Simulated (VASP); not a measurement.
Calculation: PBEsol GGA, VASP's PBE PAW potentials (set 64) (plane waves; VASP).

The input files of a VASP run:

INCAR:
```
! general
SYSTEM =Re
PREC   =Accurate
ENCUT  =400   ! plane-wave cut-off (eV)
LREAL  =F   ! projection in real space or not
LASPH  =T

! electronic loop
EDIFF  =1E-7   ! SCF stop (eV)
NELM   =100   ! most electronic steps
ALGO   =Normal   ! blocked Davidson
LMAXMIX=6   ! l cut-off of mixed one-centre charges

! smearing
ISMEAR =-5   ! tetrahedra, Bloechl

! functional
GGA    =PS   ! PBEsol

! ions
ISIF   =2   ! forces and stress, cell fixed

! output
LWAVE  =F
LCHARG =T
LORBIT =11
NEDOS  =601
```

File KPOINTS:
```
Automatic mesh
0
Gamma
18 18 18
0 0 0
```

POSCAR:
```
Re
1
   -1.5427770208     1.5427770208     1.5427770208
    1.5427770208    -1.5427770208     1.5427770208
    1.5427770208     1.5427770208    -1.5427770208
Re
1
Direct
  0.0000000000   0.0000000000   0.0000000000
```

POTCAR, in this order: Re (PBE.64 set). Program: vasp_std.

What VASP printed:

File OSZICAR:
```
       N       E                     dE             d eps       ncg     rms          rms(c)
DAV:   1    -0.348170540598E+01   -0.34817E+01   -0.30849E+03  4571   0.961E+02
DAV:   2    -0.134758998992E+02   -0.99942E+01   -0.96810E+01  2835   0.869E+01
DAV:   3    -0.137983261883E+02   -0.32243E+00   -0.32154E+00  5054   0.200E+01
DAV:   4    -0.137986287339E+02   -0.30255E-03   -0.30151E-03  2940   0.629E-01
DAV:   5    -0.137986324997E+02   -0.37658E-05   -0.37644E-05  5250   0.141E-01    0.318E+01
DAV:   6    -0.132381647228E+02    0.56047E+00   -0.59640E-01  4732   0.246E+01    0.133E+01
DAV:   7    -0.133332812718E+02   -0.95117E-01   -0.33060E+00  4879   0.205E+01    0.627E-01
DAV:   8    -0.130386621405E+02    0.29462E+00   -0.59610E+00  3640   0.132E+00    0.140E-01
DAV:   9    -0.130384481659E+02    0.21397E-03   -0.15856E-04  3843   0.145E-01    0.375E-02
DAV:  10    -0.130384470590E+02    0.11070E-05   -0.34818E-05  3773   0.556E-02    0.853E-03
DAV:  11    -0.164221072530E+02   -0.33837E+01   -0.33578E+01  3731   0.886E-03    0.149E-01
DAV:  12    -0.166971526795E+02   -0.27505E+00   -0.55769E+01  2429   0.233E+00    0.351E-01
DAV:  13    -0.153266616120E+02    0.13705E+01   -0.32339E+01  4417   0.199E+00    0.510E-02
DAV:  14    -0.130384471598E+02    0.22882E+01   -0.72604E+00  1652   0.727E-01    0.107E-02
DAV:  15    -0.130384471240E+02    0.35782E-07   -0.38835E-08  1498   0.317E-03
   1 F= -.13038447E+02 E0= -.13038447E+02  d E =0.000000E+00
```

OUTCAR:
```
------------------------ aborting loop because EDIFF is reached ----------------------------------------
  FORCE on cell =-STRESS in cart. coord.  units (eV):
  Direction    XX          YY          ZZ          XY          YZ          ZX
  --------------------------------------------------------------------------------------
  Total       -0.0223323     -0.0223323     -0.0223323      0.0000000     -0.0000000      0.0000000
  in kB       -2.4359860     -2.4359860     -2.4359860      0.0000000     -0.0000000      0.0000000
  external PRESSURE =      -2.4359860 kB  Pullay stress =       0.0000000 kB
  volume of cell :       14.69
      direct lattice vectors                 reciprocal lattice vectors
    -1.542777021  1.542777021  1.542777021     0.000000000  0.324090904  0.324090904
     1.542777021 -1.542777021  1.542777021     0.324090904  0.000000000  0.324090904
     1.542777021  1.542777021 -1.542777021     0.324090904  0.324090904  0.000000000
 POSITION                                       TOTAL-FORCE (eV/Angst)
 -----------------------------------------------------------------------------------
      0.00000      0.00000      0.00000        -0.000000     -0.000000     -0.000000
 -----------------------------------------------------------------------------------
    total drift:                                0.000000      0.000000      0.000000
  FREE ENERGIE OF THE ION-ELECTRON SYSTEM (eV)
  ---------------------------------------------------
  free  energy   TOTEN  =       -13.0384471240 eV

  energy  without entropy=      -13.0384471240  energy(sigma->0) =      -13.03844712

 total charge

# of ion       s       p       d       tot
------------------------------------------
    1        0.616   0.683   4.850   6.149
```
(Selected blocks of OUTCAR.)

For a metal the tetrahedron method with Blöchl corrections gives inexact stress and forces.

The structure was generated: Re was put into the bcc type (Im-3m), which need not be its known phase. It was relaxed first.
